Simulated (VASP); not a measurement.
## Cs2NaInAs2: single point with PBE

Crystal: Cs2NaInAs2.

```xyz
12
Lattice="6.6690 1.2026 0.0729 0.4429 7.6479 -0.6191 0.0853 -0.2749 7.9173" Properties=species:S:1:pos:R:3 pbc="T T T"
Na    3.0099    5.4777    0.7885
Na    1.5881    5.4911    3.1733
As    1.7997    3.0303    1.9947
As    1.7609    5.3595    6.0654
As    6.0888    5.5034    0.1069
As    2.9580    7.9311    3.3918
In    3.9504    7.9226    1.2106
In    5.0943    2.6058    7.4992
Cs    5.3306    6.8221    5.0871
Cs    1.8137    1.0467    7.0130
Cs    6.4860    1.5582    2.3095
Cs    3.9076    3.0548    4.5203
```

The cell was built by a generator and needn't be a form met in nature.

* Program: VASP 6.6.1
* Task: single point
* Functional: PBE
* Potentials or basis: VASP PAW PBE potentials, release 64 (Na_pv, As, In_d, Cs_sv)
* Cutoff: 520 eV
* k mesh: 2 × 2 × 2
* Occupations: methfessel-paxton, width 0.15 eV
* Spin: no spin polarisation
* Dipole correction: no
* Further INCAR settings: ALGO = Fast; EDIFF = 1e-06; NBANDS = 60

```
Pressure               : 5.1 GPa
Largest force          : 2.305 eV/Å
Band gap on the k mesh : 0.04 eV, indirect (least direct gap 0.09 eV)
```

Forces in eV/Å, atoms in the order of the input:
```
Na  -0.093 -1.241 -0.747
Na  -0.172 -0.246  0.633
As  -0.317 -0.136 -0.733
As  -0.281 -0.360  0.826
As   1.052 -0.177  0.537
As  -1.208 -0.561  0.606
In   1.013  0.870 -1.879
In  -0.338  0.626  0.819
Cs   0.358 -0.631  0.580
Cs  -0.198  0.510 -0.147
Cs  -0.024  0.226 -0.119
Cs   0.210  1.120 -0.377
```

Stress tensor (GPa, compression positive):
```
 4.86 -0.12  1.22
-0.12  3.75  0.16
 1.22  0.16  6.76
```

Levels at points of the mesh, in eV from the valence-band top:
```
           k point  band 46  band 47  band 48  band 49  band 50  band 51
(0.00, 0.00, 0.00)    -0.63    -0.49     0.00     0.09     0.79     0.91
(0.50, 0.00, 0.00)    -0.64    -0.45    -0.22     0.22     0.53     0.60
(0.00, 0.50, 0.00)    -0.65    -0.45    -0.25     0.16     0.59     0.82
(0.50, 0.50, 0.00)    -1.07    -0.48    -0.31     0.12     0.53     0.78
(0.00, 0.00, 0.50)    -0.82    -0.41    -0.25     0.04     0.35     1.08
(0.50, 0.00, 0.50)    -0.64    -0.34    -0.28     0.19     0.50     0.71
(0.00, 0.50, 0.50)    -1.05    -0.60    -0.28     0.34     0.43     0.74
(0.50, 0.50, 0.50)    -0.66    -0.53    -0.40     0.10     0.51     0.84
```

It took 4.2 min on 1 thread of AMD EPYC 7R13 Processor (Zen 3), on a shared host, peak memory 0.5 GiB.

Caveat: the k mesh is coarse (spacing up to 0.48 Å⁻¹), so the values aren't converged; spin-orbit coupling is left out, which moves the levels of the heavy elements.
